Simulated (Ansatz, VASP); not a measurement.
Given: the input of a run of Ansatz 0.2.0 on Ca3ZnSe4. The cell comes from a database or a generator and needn't be the stable form of this composition.

Contents of input.yaml:

```yaml
crystal:
  lattice:
    - [6.381835, 0.0, 0.0]
    - [0.0, 6.381835, 0.0]
    - [0.0, 0.0, 6.381835]
  atoms:
    - { symbol: Se, position: [0.230093, 0.230093, 0.230093] }
    - { symbol: Se, position: [0.230093, 0.769907, 0.769907] }
    - { symbol: Se, position: [0.769907, 0.230093, 0.769907] }
    - { symbol: Se, position: [0.769907, 0.769907, 0.230093] }
    - { symbol: Zn, position: [0.0, 0.0, 0.0] }
    - { symbol: Ca, position: [0.5, 0.0, 0.5] }
    - { symbol: Ca, position: [0.5, 0.5, 0.0] }
    - { symbol: Ca, position: [0.0, 0.5, 0.5] }
hamiltonian:
  xc: pbe
  pseudopotentials: { kind: paw }
kpoints:
  mp_grid: { grid: [4, 4, 4] }
scf:
  occupations: { method: fermi_dirac, width: 0.05 }
output:
  forces: true
  stress: true
  eigenvalues: true
  write_density: true
  write_potential: true
  elf: true
  volumetric_format: npy
```

Potentials or basis: Ansatz PAW.

Launch:

```console
$ ansatz run input.yaml --threads 4 --pin off --max-ram 10240MiB --backend cpu --events-out ev --progress --plain --runs-dir out
```

Problem. Set up the same calculation for VASP 6.6.1. Potentials or basis there: PBE PAW files Ca_sv, Se, Zn, 520 eV.

Solution. As run (cutoffs and basis follow the program's own potentials, and thresholds, step limits or extra output files can differ):

File INCAR:

```
  PREC = Accurate
  ENCUT = 520
  EDIFF = 1E-7
  ISMEAR = -1
  SIGMA = 0.05
  LREAL = False
  LASPH = True
  NELM = 60
  ALGO = Normal
  ISIF = 2
  LWAVE = False
  LCHARG = False
  GGA = PE
  NBANDS = 43
```

Contents of KPOINTS:

```
Automatic mesh
0
Gamma
  4 4 4
```

POSCAR

```
Ca3ZnSe4
1.0
    6.3818350000      0.0000000000      0.0000000000
    0.0000000000      6.3818350000      0.0000000000
    0.0000000000      0.0000000000      6.3818350000
Se Zn Ca
4 1 3
Direct
    0.2300930000      0.2300930000      0.2300930000
    0.2300930000      0.7699070000      0.7699070000
    0.7699070000      0.2300930000      0.7699070000
    0.7699070000      0.7699070000      0.2300930000
    0.0000000000      0.0000000000      0.0000000000
    0.5000000000      0.0000000000      0.5000000000
    0.5000000000      0.5000000000      0.0000000000
    0.0000000000      0.5000000000      0.5000000000
```

Potentials or basis: VASP PAW PBE potentials, release 64 (Se, Zn, Ca_sv).

Command:

```sh
$ cat potpaw_PBE.64/Se/POTCAR potpaw_PBE.64/Zn/POTCAR potpaw_PBE.64/Ca_sv/POTCAR > POTCAR
$ mpirun -np 1 vasp_std > vasp.out
```

Both were run:

|  | Ansatz | VASP |
| --- | --- | --- |
| Pressure | -0.1 GPa | 0.0 GPa |

Ansatz's pressure holds a Pulay term of +0.01 GPa for its cutoff of 420 eV, which the other run lacks.

The potentials hold 106 and 66 valence electrons a cell.

Where Ansatz's input types no cutoff or centring, it takes its own default and a Γ-centred mesh.

Pressure is positive in compression.
